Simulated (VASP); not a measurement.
```xyz
4
Lattice="3.5062 0.0000 0.0000 -1.7531 3.0365 0.0000 0.0000 0.0000 7.5900" Properties=species:S:1:pos:R:3 pbc="T T T"
Sc     0.0000     0.0000     0.0000
Sc     0.0000     0.0000     3.7950
Si     0.0000     2.0243     1.8975
Si     1.7531     1.0122     5.6925
```

Computed with r2SCAN meta-GGA, VASP's PBE PAW potentials (set 64) (plane waves; VASP). Run with 400 eV cut-off, 11×11×5 Γ-centred mesh, tetrahedra with Blöchl corrections, potentials Sc_sv Si.

The cores are frozen, which limits the accuracy of field gradients.

Problem. Give the principal components of the electric field gradient (V/Å²) and the asymmetry η at each nucleus.

Solution. 
| atom | Vxx | Vyy | Vzz | η |
|---|---|---|---|---|
| Sc1 | 12.0 | 12.0 | -24.0 | 0.00 |
| Sc2 | 12.0 | 12.0 | -24.0 | 0.00 |
| Si3 | 31.0 | 31.0 | -62.1 | 0.00 |
| Si4 | 31.0 | 31.0 | -62.1 | 0.00 |

The structure was generated: ScSi was put into the NiAs type type (P6_3/mmc), which need not be its known phase. It was relaxed first, which changed the volume by -25 %.
